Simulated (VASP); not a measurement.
# HfGe (P6mm) in VASP: relaxation of cell and atoms with PBE

Aim: the relaxation of cell and atoms of HfGe with PBE.

Program: VASP 6.6.1. These are calculated values, not measurements. Logs are shortened: lines on timing, memory, paths and dates and some standing lists are left out, and cuts for length are marked.

**1. The structure**

Symmetry: P6mm, No. 183, hexagonal system. The conventional cell has a = 2.953 Å, b = 2.953 Å, c = 5.618 Å, α = 90.00°, β = 90.00°, γ = 120.00°. Hf (site symmetry 6mm) is surrounded by 1 Ge at 2.07 Å. Ge (site symmetry 6mm) has 1 Hf at 2.07 Å as nearest neighbours.

The cell was built by a generator and needn't be a form met in nature.

**2. Relaxation of cell and atoms, PBE**

The input, INCAR:

```
  PREC = Normal
  ENCUT = 520
  EDIFF = 1E-4
  ISMEAR = 0
  SIGMA = 0.15
  LREAL = F
  LASPH = T
  NELM = 60
  ALGO = Fast
  ISIF = 3
  LWAVE = F
  LCHARG = F
  GGA = PE
  IBRION = 2
  NSW = 24
  EDIFFG = -0.08
```

The input, KPOINTS:

```
Automatic mesh
0
Gamma
  8 8 4
```

The input, POSCAR:

```
HfGe
1.0
    2.9525012800      0.0000000000      0.0000000000
   -1.4762506400      2.5569411100      0.0000000000
    0.0000000000      0.0000000000      5.6180041900
Hf Ge
1 1
Direct
    0.0000000000      0.0000000000      0.2806109800
    0.0000000000      0.0000000000      0.6492129300
```

Potentials or basis: VASP PAW PBE potentials, release 64 (Hf_pv, Ge_d).

Run with:

```console
> cat potpaw_PBE.64/Hf_pv/POTCAR potpaw_PBE.64/Ge_d/POTCAR > POTCAR
> mpirun -np 1 vasp_std > vasp.out
```

OUTCAR:

```text
PREC = Normal
   ENCUT = 520
   EDIFF = 1E-4
   ISMEAR = 0
   LREAL = F
   LASPH = T
   NELM = 60
   ISIF = 3
   GGA = PE
   IBRION = 2
   NSW = 24
   EDIFFG = -0.08

 ion  position               nearest neighbor table
   1  0.000  0.000  0.281-   2 2.07
   2  0.000  0.000  0.649-   1 2.07

  LATTYP: Found a hexagonal cell.
 ALAT       =     2.9525012800
 C/A-ratio  =     1.9027948364

  Lattice vectors:

 A1 = (   2.9525012800,   0.0000000000,   0.0000000000)
 A2 = (  -1.4762506400,   2.5569411100,   0.0000000000)
 A3 = (   0.0000000000,   0.0000000000,   5.6180041900)

Analysis of symmetry for initial positions (statically):
=====================================================================
 Subroutine PRICEL returns:
 Original cell was already a primitive cell.

 Routine SETGRP: Setting up the symmetry group for a
 hexagonal supercell.

 Subroutine GETGRP returns: Found 12 space group operations
 (whereof 12 operations were pure point group operations)
 out of a pool of 24 trial point group operations.

The static configuration has the point symmetry C_6v.

Analysis of symmetry for dynamics (positions and initial velocities):
=====================================================================
 Subroutine PRICEL returns:
 Original cell was already a primitive cell.

 Routine SETGRP: Setting up the symmetry group for a
 hexagonal supercell.

 Subroutine GETGRP returns: Found 12 space group operations
 (whereof 12 operations were pure point group operations)
 out of a pool of 24 trial point group operations.

The dynamic configuration has the point symmetry C_6v.

 Subroutine INISYM returns: Found 12 space group operations
 (whereof 12 operations are pure point group operations),
 and found     1 'primitive' translations

----------------------------------------------------------------------------------------

                                     Primitive cell

  volume of cell :      42.4124

  direct lattice vectors                    reciprocal lattice vectors
     2.952501280  0.000000000  0.000000000     0.338695873  0.195546154  0.000000000
    -1.476250640  2.556941110  0.000000000     0.000000000  0.391092308  0.000000000
     0.000000000  0.000000000  5.618004190     0.000000000  0.000000000  0.177999155

  length of vectors
     2.952501280  2.952501277  5.618004190     0.391092308  0.391092308  0.177999155

  position of ions in fractional coordinates (direct lattice)
     0.000000000  0.000000000  0.280610980
     0.000000000  0.000000000  0.649212930

  ion indices of the primitive-cell ions
   primitive index   ion index
                 1           1
                 2           2

----------------------------------------------------------------------------------------

 KPOINTS: Automatic mesh

Automatic generation of k-mesh.
 Grid dimensions read from file:
 generate k-points for:    8    8    4

 Generating k-lattice:

  Cartesian coordinates                     Fractional coordinates (reciprocal lattice)
     0.042336984  0.024443269  0.000000000     0.125000000  0.000000000  0.000000000
     0.000000000  0.048886538  0.000000000     0.000000000  0.125000000  0.000000000
     0.000000000  0.000000000  0.044499789     0.000000000  0.000000000  0.250000000

  Length of vectors
     0.048886538  0.048886538  0.044499789

  Shift w.r.t. Gamma in fractional coordinates (k-lattice)
     0.000000000  0.000000000  0.000000000

 Subroutine IBZKPT returns following result:
 ===========================================

 Found     30 irreducible k-points:

 Following reciprocal coordinates:
            Coordinates               Weight
  0.000000  0.000000  0.000000      1.000000
  0.125000  0.000000  0.000000      6.000000
  0.250000  0.000000  0.000000      6.000000
  0.375000 -0.000000  0.000000      6.000000
  0.500000  0.000000  0.000000      3.000000
  0.125000  0.125000  0.000000      6.000000
[... 16 lines left out ...]
  0.250000  0.000000  0.500000      6.000000
  0.375000 -0.000000  0.500000      6.000000
 [... further k-points ...]
   k-points           NKPTS =     30   k-points in BZ     NKDIM =     30   number of bands    NBANDS=     16
   number of dos      NEDOS =    301   number of ions     NIONS =      2
   total plane-waves  NPLWV =   8192
   dimension x,y,z NGX =    16 NGY =   16 NGZ =   32
   dimension x,y,z NGXF=    32 NGYF=   32 NGZF=   64
   ions per type =               1   1
   NGX,Y,Z   is equivalent  to a cutoff of   9.01,  9.01,  9.47 a.u.
   NGXF,Y,Z  is equivalent  to a cutoff of  18.02, 18.02, 18.94 a.u.
 SYSTEM =  unknown system
   PREC   = normal    normal or accurate (medium, high low for compatibility)
   ISTART =      0    job   : 0-new  1-cont  2-samecut
   ICHARG =      2    charge: 1-file 2-atom 10-const
   ISPIN  =      1    spin polarized calculation?
   LNONCOLLINEAR =      F non collinear calculations
   LSORBIT =      F    spin-orbit coupling
   LASPH  =      T    aspherical Exc in radial PAW
   ENCUT  =  520.0 eV  38.22 Ry    6.18 a.u.   5.49  5.49 10.45*2*pi/ulx,y,z
   NELM   =     60;   NELMIN=  2; NELMDL= -5     # of ELM steps
   EDIFF  = 0.1E-03   stopping-criterion for ELM
   LREAL  =      F    real-space projection
   EDIFFG = -.8E-01   stopping-criterion for IOM
   NSW    =     24    number of steps for IOM
   IBRION =      2    ionic relax: 0-MD 1-quasi-New 2-CG
   NFREE  =      1    steps in history (QN), initial steepest desc. (CG)
   ISIF   =      3    stress and relaxation
   ISYM   =      2    0-nonsym 1-usesym 2-fastsym
   POTIM  = 0.5000    time-step for ionic-motion
   TEBEG  =    0.0;   TEEND  =   0.0 temperature during run
   PSTRESS=    0.0 pullay stress
   NELECT =      24.0000    total number of electrons
   NUPDOWN=      -1.0000    fix difference up-down
   EMIN   =  10.00;   EMAX   =-10.00  energy-range for DOS
   EFERMI =   0.00;   METHOD = LEGACY
   ISMEAR =     0;   SIGMA  =   0.15  broadening in eV -4-tet -1-fermi 0-gaus
   EFERMI_NEDOS =   21; number of points for ismear=-14 and -15
   IALGO  =     68    algorithm
   IMIX   =      4    mixing-type and parameters
     AMIX     =   0.40;   BMIX     =  1.00
     AMIX_MAG =   1.60;   BMIX_MAG =  1.00
  volume/ion in A,a.u.               =      21.21       143.11
  Fermi-wavevector in a.u.,A,eV,Ry     =   1.354090  2.558860 24.947105  1.833560
  Thomas-Fermi vector in A             =   2.481291
   LORBIT       =      0    0 simple, 1 ext, 2 COOP (PROOUT), +10 PAW based schemes
   GGA     = PE    functional components
   LHFCALC =     F    Hartree Fock is set to
   AEXX    =    0.0000 exact exchange contribution
   IVDW    =     0    specifies the selected vdW correction
   LEPSILON=     F    determine dielectric tensor
   LRPA    =     F    only Hartree local field effects (RPA)
 conjugate gradient relaxation of ions
 non-spin polarized calculation
 RMM-DIIS sequential band-by-band and
 Gauss-broadening in eV      SIGMA  =   0.15
  energy-cutoff  :      520.00
  volume of cell :       42.41
 maximum number of plane-waves:      1172
   NGX = 11   NGY = 11   NGZ = 21

--------------------------------------- Ionic step        1  -------------------------------------------

 number of electron      24.0000017 magnetization

 Free energy of the ion-electron system (eV)
  ---------------------------------------------------
  ext. energy  EPLUGINS =         0.00000000
  ---------------------------------------------------
  free energy    TOTEN  =       -10.35962240 eV

  energy without entropy =      -10.32674956  energy(sigma->0) =      -10.34318598

------------------------ aborting loop because EDIFF is reached ----------------------------------------

  FORCE on cell =-STRESS in cart. coord.  units (eV):
  Direction    XX          YY          ZZ          XY          YZ          ZX
  --------------------------------------------------------------------------------------
  -------------------------------------------------------------------------------------
  Total        2.5649063      2.5649063     22.9736708      0.0000000     -0.0000000     -0.0000000
  in kB       96.8922882     96.8922880    867.8568526      0.0000000     -0.0000000     -0.0000000
  external PRESSURE =     353.8804763 kB  Pullay stress =       0.0000000 kB
[... 1007 lines left out ...]
      2     -26.9872      2.00000
      3     -26.6150      2.00000
      4     -20.7884      2.00000
      5     -20.7116      2.00000
      6     -20.6997      2.00000
[... 8 lines left out ...]
     15       7.7751      0.00000
     16       9.9024      0.00000

 [... further k-points ...]

[... ionic steps 4 to 13 ...]

--------------------------------------- Ionic step       14  -------------------------------------------

 number of electron      23.9999898 magnetization

------------------------ aborting loop because EDIFF is reached ----------------------------------------

  FORCE on cell =-STRESS in cart. coord.  units (eV):
  Direction    XX          YY          ZZ          XY          YZ          ZX
  --------------------------------------------------------------------------------------
  -------------------------------------------------------------------------------------
  Total       -0.6366145     -0.6366145      0.9042665      0.0000000      0.0000000     -0.0000000
  in kB      -22.7940505    -22.7940504     32.3773592      0.0000000      0.0000000     -0.0000000
  external PRESSURE =      -4.4035806 kB  Pullay stress =       0.0000000 kB
[... 57 lines left out ...]
  energy  without entropy=      -13.7768998653  energy(sigma->0) =      -13.79141876

--------------------------------------- Ionic step       16  -------------------------------------------

 number of electron      23.9999940 magnetization

 Free energy of the ion-electron system (eV)
  ---------------------------------------------------
  ext. energy  EPLUGINS =         0.00000000
  ---------------------------------------------------
  free energy    TOTEN  =       -13.80919258 eV

  energy without entropy =      -13.78083395  energy(sigma->0) =      -13.79501326

 E-fermi :   5.0559     XC(G=0): -10.8575

 val. band max:        5.0512467611   @ k =   0.3750   0.1250   0.2500
 cond. band min:       5.1279517991   @ k =   0.2500   0.2500   0.2500
 fundamental gap:      0.0767050380
 Fermi energy:         5.0559017273

 k-point     1 :       0.0000    0.0000    0.0000
  band No.  band energies     occupation
      1     -25.7796      2.00000
      2     -25.2766      2.00000
      3     -25.2766      2.00000
      4     -19.5814      2.00000
      5     -19.5814      2.00000
      6     -19.4835      2.00000
[... 476 lines left out ...]
  FREE ENERGIE OF THE ION-ELECTRON SYSTEM (eV)
  ---------------------------------------------------
  free  energy   TOTEN  =       -13.8091925754 eV

  energy  without entropy=      -13.7808339481  energy(sigma->0) =      -13.79501326

 reached required accuracy - stopping structural energy minimisation
```

Run time: 81 s. Hardware: 1 thread of Intel Xeon Platinum 8488C (Sapphire Rapids), shared host; peak memory 0.15 GiB.

What came out:

| Item | Value |
| --- | --- |
| Free energy | -13.8092 eV |
| Relaxed volume | 22.27 Å³/atom |
| Relaxed cell | a = 3.078 Å, b = 3.078 Å, c = 5.430 Å, α = 90.00°, β = 90.00°, γ = 120.00° |
| Space group after relaxing (to 0.05 Å) | P6/mmm (No. 191) |
| Energy gained by relaxing | 1724.8 meV/atom |
| Ionic steps | 16 |
| Pressure after relaxing | 0.2 GPa |
| Largest force after relaxing | 0.014 eV/Å |
| Band gap on the k mesh | none (metal or under the smearing width) |

Forces on the atoms (eV/Å):
```
Hf   0.000  0.000  0.014
Ge   0.000  0.000 -0.014
```

The path:
| step | energy change (eV) | largest force (eV/Å) | pressure (GPa) | volume (Å³) |
| --- | --- | --- | --- | --- |
| 1 | 0.0000 | 13.4444 | 35.39 | 42.41 |
| 2 | -1.3562 | 0.6685 | -9.86 | 74.32 |
| 3 | -1.4887 | 0.6030 | -8.95 | 71.46 |
| 4 | -1.5660 | 0.5671 | -8.01 | 69.39 |
| 5 | -1.9279 | 0.2518 | -7.88 | 60.82 |
| 6 | -2.5925 | 0.0309 | -6.08 | 51.33 |
| 7 | -2.9100 | 0.7319 | -1.95 | 46.80 |
| 8 | -2.8853 | 1.9352 | 3.48 | 44.59 |
| 9 | -2.9291 | 1.0260 | 1.51 | 45.99 |
| 10 | -2.9286 | 1.0064 | -0.89 | 46.06 |
| 11 | -3.2744 | 1.1114 | -2.68 | 46.06 |
| 12 | -3.3993 | 0.7651 | -1.98 | 45.88 |
| 13 | -3.4259 | 0.5808 | -0.35 | 44.14 |
| 14 | -3.4383 | 0.0350 | -0.44 | 44.75 |
| 15 | -3.4463 | 0.0267 | -1.09 | 44.44 |
| 16 | -3.4496 | 0.0144 | 0.21 | 44.55 |

Final structure:
```
Hf Ge
1.0
     3.07788    0.00000    0.00000
    -1.53894    2.66552    0.00000
     0.00000    0.00000    5.43005
Hf Ge
1 1
Direct
  0.00000 0.00000 0.21489
  0.00000 0.00000 0.71493
```

Levels at points of the mesh, in eV from the Fermi level:
```csv
k point,band 9,band 10,band 11,band 12,band 13,band 14,band 15,band 16
"(0.00, 0.00, 0.00)",-11.09,-4.59,-3.07,1.58,1.58,2.31,4.35,4.43
"(0.50, 0.00, 0.00)",-7.38,-3.89,-2.33,-1.36,0.57,3.19,3.37,4.02
"(0.00, 0.00, 0.50)",-10.55,-6.44,-2.60,1.59,1.59,3.85,4.52,9.20
"(0.50, 0.00, 0.50)",-6.72,-4.45,-3.10,-1.40,1.22,1.22,2.11,5.99
```

Caveat: the relaxation stopped at a loose force limit of 0.08 eV/Å, so its end isn't a converged minimum.
